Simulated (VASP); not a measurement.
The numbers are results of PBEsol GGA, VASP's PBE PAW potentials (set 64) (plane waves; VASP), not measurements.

The input files of a VASP run:

KPOINTS:
```
Automatic mesh
0
Gamma
13 13 13
0 0 0
```

### INCAR
```
ALGO=Fast
EDIFF=1E-5
EDIFFG=-0.03
ENCUT=450
GGA=PS
IBRION=2
ISIF=2
ISMEAR=0
LASPH=T
LCHARG=F
LREAL=F
LWAVE=F
NELM=100
NELMIN=4
NSW=20
PREC=Normal
SIGMA=0.05
SYSTEM=LiH
```

**POSCAR**
```
LiH
1
   -0.0000000000     1.9879211799     1.9879211799
    1.9879211799    -0.0000000000     1.9879211799
    1.9879211799     1.9879211799    -0.0000000000
Li H
1 1
Direct
  0.0000000000   0.0000000000   0.0000000000
  0.5000000000   0.5000000000   0.5000000000
```

POTCAR, in this order: Li_sv H (PBE.64 set). Program: vasp_std.

Output of the run:

### OUTCAR
```
 ion  position               nearest neighbor table
   1  0.000  0.000  0.000-
   2  0.500  0.500  0.500-
  LATTYP: Found a face centered cubic cell.
 ALAT       =     3.9758423598
 Subroutine PRICEL returns:
 Original cell was already a primitive cell.
 Subroutine GETGRP returns: Found 48 space group operations
The static configuration has the point symmetry O_h .
The dynamic configuration has the point symmetry O_h .
 Subroutine INISYM returns: Found 48 space group operations
 Subroutine IBZKPT returns following result:
 Found     84 irreducible k-points:

 Following reciprocal coordinates:
            Coordinates               Weight
  0.000000  0.000000  0.000000      1.000000
  0.076923  0.000000  0.000000      8.000000
  0.153846  0.000000  0.000000      8.000000
  0.230769  0.000000  0.000000      8.000000
  0.307692  0.000000  0.000000      8.000000
  0.384615  0.000000  0.000000      8.000000
  0.461538  0.000000  0.000000      8.000000
  0.076923  0.076923  0.000000      6.000000
  0.153846  0.076923  0.000000     24.000000
  0.230769  0.076923  0.000000     24.000000
  0.307692  0.076923  0.000000     24.000000
  0.384615  0.076923  0.000000     24.000000
  0.461538  0.076923  0.000000     24.000000
 -0.461538  0.076923  0.000000     24.000000
 -0.384615  0.076923  0.000000     24.000000
 -0.307692  0.076923  0.000000     24.000000
 -0.230769  0.076923  0.000000     24.000000
 -0.153846  0.076923  0.000000     24.000000
 -0.076923  0.076923  0.000000     12.000000
  0.153846  0.153846  0.000000      6.000000
  0.230769  0.153846  0.000000     24.000000
  0.307692  0.153846  0.000000     24.000000
  0.384615  0.153846  0.000000     24.000000
  0.461538  0.153846  0.000000     24.000000
...
```

File OSZICAR:
```
       N       E                     dE             d eps       ncg     rms          rms(c)
DAV:   1    -0.221170647860E+01   -0.22117E+01   -0.13011E+03  1044   0.537E+02
DAV:   2    -0.629618992052E+01   -0.40845E+01   -0.40574E+01  1488   0.638E+01
DAV:   3    -0.634865256268E+01   -0.52463E-01   -0.52463E-01  1128   0.649E+00
DAV:   4    -0.634935884842E+01   -0.70629E-03   -0.70629E-03  1422   0.600E-01
DAV:   5    -0.634936624585E+01   -0.73974E-05   -0.73974E-05  1170   0.292E-02    0.271E+00
RMM:   6    -0.617670892400E+01    0.17266E+00   -0.38142E-02  1053   0.123E+00    0.139E+00
RMM:   7    -0.612084389762E+01    0.55865E-01   -0.68372E-02  1087   0.181E+00    0.204E-01
RMM:   8    -0.612237461562E+01   -0.15307E-02   -0.70761E-03  1102   0.735E-01    0.400E-02
RMM:   9    -0.612274702622E+01   -0.37241E-03   -0.24456E-03  1141   0.399E-01    0.379E-02
RMM:  10    -0.612309188879E+01   -0.34486E-03   -0.11044E-03  1123   0.272E-01    0.100E-01
RMM:  11    -0.612291679119E+01    0.17510E-03   -0.34825E-04  1084   0.167E-01    0.223E-02
RMM:  12    -0.612294437940E+01   -0.27588E-04   -0.16488E-04   960   0.939E-02    0.242E-02
RMM:  13    -0.612296861159E+01   -0.24232E-04   -0.57137E-05   895   0.564E-02    0.317E-02
RMM:  14    -0.612295160613E+01    0.17005E-04   -0.21087E-05   851   0.348E-02    0.186E-02
RMM:  15    -0.612293142227E+01    0.20184E-04   -0.79761E-06   827   0.219E-02    0.572E-03
RMM:  16    -0.612292427608E+01    0.71462E-05   -0.34364E-06   801   0.136E-02
   1 F= -.61229243E+01 E0= -.61229243E+01  d E =-.612292E+01
```

### OUTCAR
```
------------------------ aborting loop because EDIFF is reached ----------------------------------------
  FORCE on cell =-STRESS in cart. coord.  units (eV):
  Direction    XX          YY          ZZ          XY          YZ          ZX
  --------------------------------------------------------------------------------------
  Total       -0.1222763     -0.1222763     -0.1222763     -0.0000000     -0.0000000      0.0000000
  in kB      -12.4688199    -12.4688199    -12.4688199     -0.0000000     -0.0000000      0.0000000
  external PRESSURE =     -12.4688199 kB  Pullay stress =       0.0000000 kB
  volume of cell :       15.71
      direct lattice vectors                 reciprocal lattice vectors
     0.000000000  1.987921180  1.987921180    -0.251519027  0.251519027  0.251519027
     1.987921180  0.000000000  1.987921180     0.251519027 -0.251519027  0.251519027
     1.987921180  1.987921180  0.000000000     0.251519027  0.251519027 -0.251519027
  FREE ENERGIE OF THE ION-ELECTRON SYSTEM (eV)
  ---------------------------------------------------
  free  energy   TOTEN  =        -6.1229242761 eV

  energy  without entropy=       -6.1229242761  energy(sigma->0) =       -6.12292428

 reached required accuracy - stopping structural energy minimisation
```
(Selected blocks of OUTCAR.)

At this cut-off the stress carries a Pulay error, which pulls relaxed volumes low.

The compound is LiH in the rock salt structure. It was relaxed first, which changed the volume by -7 %.
